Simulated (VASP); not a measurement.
Here is the system:

```xyz
3
Lattice="0.0000 3.4962 3.4962 3.4962 0.0000 3.4962 3.4962 3.4962 0.0000" Properties=species:S:1:pos:R:3 pbc="T T T"
Sr     3.4962     6.9924     3.4962
Cl     1.7481     1.7481     1.7481
Cl     5.2443     5.2443     5.2443
```

Level of theory: PBE GGA with D3 dispersion (zero damping), VASP's PBE PAW potentials (set 64) (plane waves; VASP). Settings: 520 eV cut-off, Gaussian smearing of 0.050 eV, potentials Sr_sv Cl.

Task: Give the energies of bands 7 to 15 at the high-symmetry points, in eV from the valence-band maximum.

Result: 
```csv
band,Γ,X,U,L,W
7,-2.10,-2.73,-2.53,-1.55,-2.44
8,-2.10,-1.86,-1.90,-1.55,-2.21
9,-2.10,-1.86,-1.71,-1.49,-1.20
10,-0.34,-0.40,-0.71,-1.31,-1.20
11,-0.34,-0.40,-0.53,-1.04,-0.31
12,-0.34,0.00,-0.11,-1.04,-0.10
13,5.31,5.51,5.95,6.71,6.23
14,6.10,7.02,7.11,6.71,7.00
15,6.10,7.58,7.31,7.48,7.20
```

The gap is indirect, 5.31 eV, from the valence maximum at X to the conduction minimum at Γ.

Measured: gap 7.50 eV (computed value off by -2.19 eV), as given by Andrés Aguado et al., Journal of the Physical Society of Japan (1999), arXiv:cond-mat/9901145.

The compound is SrCl2 in the fluorite structure. It was relaxed first.
